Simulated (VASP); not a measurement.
Given:

```yaml
crystal:
  lattice:
    - [1.54558, -2.67701, 0.00000]
    - [1.54558, 2.67701, 0.00000]
    - [0.00000, 0.00000, 5.07586]
  atoms:
    - { symbol: Si, position: [0.66667, 0.33333, 0.49958] }
    - { symbol: Si, position: [0.33333, 0.66667, 0.99958] }
    - { symbol: C, position: [0.66667, 0.33333, 0.87542] }
    - { symbol: C, position: [0.33333, 0.66667, 0.37542] }
```

Level of theory: PBE GGA, VASP's PBE PAW potentials (set 64) (plane waves; VASP). Numerical set-up: 520 eV cut-off, Gaussian smearing of 0.050 eV, potentials Si C.

Q: Give the energies of bands 3 to 11 at the high-symmetry points, in eV from the valence-band maximum.

A: 
| band | Γ | M | K | A | L | H |
|---|---|---|---|---|---|---|
| 3 | -8.61 | -7.73 | -6.64 | -4.41 | -8.19 | -7.70 |
| 4 | -1.31 | -6.26 | -6.25 | -4.41 | -8.19 | -7.70 |
| 5 | -1.31 | -5.38 | -6.25 | -0.71 | -2.42 | -5.56 |
| 6 | -0.11 | -3.29 | -3.99 | -0.71 | -2.42 | -5.56 |
| 7 | 0.00 | -3.24 | -3.99 | -0.71 | -2.31 | -1.73 |
| 8 | 0.00 | -1.19 | -3.78 | -0.71 | -2.31 | -1.73 |
| 9 | 4.68 | 2.75 | 2.30 | 5.77 | 3.25 | 4.99 |
| 10 | 6.04 | 4.21 | 8.11 | 5.77 | 3.25 | 4.99 |
| 11 | 6.58 | 6.76 | 8.77 | 7.27 | 5.19 | 5.99 |

The gap is indirect, 2.30 eV, from the valence maximum at Γ to the conduction minimum at K.

Measured: gap 3.33 eV (computed value off by -1.03 eV), as given by Daiki Deguchi et al., Japanese Journal of Applied Physics (2016), arXiv:1512.06930.

The compound is SiC in the wurtzite structure, the rare 2H polytype. It was relaxed first.
